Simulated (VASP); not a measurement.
Consider the following.

```
CELL_PARAMETERS angstrom
      1.93632    -3.35380     0.00000
      1.93632     3.35380     0.00000
      0.00000     0.00000     6.89552
ATOMIC_POSITIONS crystal
  Sn 0.00000 0.00000 0.00000
  Se 0.33333 0.66667 0.23132
  Se 0.66667 0.33333 0.76868
```

All values below come from PBE GGA with spin-orbit coupling, VASP's PBE PAW potentials (set 64) (plane waves; VASP). Settings: 400 eV cut-off, 6×6×3 Γ-centred mesh, Gaussian smearing of 0.050 eV, potentials Sn_d Se.

Without a dispersion term in the relaxation, distances and binding between the weakly bound layers, chains or molecules are unreliable, and so is what depends on them.

Problem. Give the energies of bands 17 to 30 at the high-symmetry points, in eV from the valence-band maximum.

Solution. 
| band | Γ | M | K | A | L | H |
|---|---|---|---|---|---|---|
| 17 | -0.84 | -4.21 | -3.49 | -1.64 | -4.37 | -3.67 |
| 18 | -0.84 | -4.21 | -3.49 | -1.64 | -4.37 | -3.67 |
| 19 | -0.37 | -2.53 | -3.49 | -0.68 | -2.29 | -3.67 |
| 20 | -0.37 | -2.53 | -3.49 | -0.68 | -2.29 | -3.67 |
| 21 | -0.35 | -2.18 | -3.13 | -0.38 | -1.98 | -3.26 |
| 22 | -0.35 | -2.18 | -3.13 | -0.38 | -1.98 | -3.26 |
| 23 | -0.32 | -0.90 | -1.12 | -0.28 | -0.75 | -0.66 |
| 24 | -0.32 | -0.90 | -1.12 | -0.28 | -0.75 | -0.66 |
| 25 | -0.05 | -0.30 | -1.06 | 0.00 | -0.40 | -0.57 |
| 26 | -0.05 | -0.30 | -1.06 | 0.00 | -0.40 | -0.57 |
| 27 | 1.02 | 0.91 | 1.50 | 1.98 | 0.65 | 1.96 |
| 28 | 1.02 | 0.91 | 1.50 | 1.98 | 0.65 | 1.96 |
| 29 | 2.99 | 3.80 | 5.69 | 2.91 | 4.14 | 4.61 |
| 30 | 2.99 | 3.80 | 5.69 | 2.91 | 4.14 | 4.61 |

The gap is indirect, 0.65 eV, from the valence maximum at A to the conduction minimum at L.

Measured: gap 0.98 eV (computed value off by -0.33 eV), as given by Joseph M. Gonzalez et al., Physical Review B (2016), arXiv:1609.04381.

The compound is SnSe2 in the 1T layered structure. It was relaxed first, which changed the volume by +16 %.
